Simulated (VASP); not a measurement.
Input:

```
CELL_PARAMETERS angstrom
      3.88190     0.00000     0.00000
      0.00000     3.88190     0.00000
      0.00000     0.00000     3.88190
ATOMIC_POSITIONS crystal
  Sr 0.00000 0.00000 0.00000
  Ti 0.50000 0.50000 0.50000
  O  0.50000 0.00000 0.50000
  O  0.00000 0.50000 0.50000
  O  0.50000 0.50000 0.00000
```

Method: PBE GGA with D3 dispersion (zero damping), VASP's PBE PAW potentials (set 64) (plane waves; VASP). Settings: 520 eV cut-off, 6×6×6 Γ-centred mesh, Gaussian smearing of 0.050 eV, potentials Sr_sv Ti_sv O.

Task: Give the stress tensor in GPa (positive for a compressed cell).

Result: 
```
5.66  0.00  0.00
0.00  5.66  0.00
0.00  0.00  5.66
```
The pressure is its mean diagonal, 5.66 GPa.

The compound is SrTiO3 in the cubic perovskite structure, the ideal cubic form; the compound distorts at low or room temperature. This cell is one point of a volume scan, at 0.97 of the reference volume.
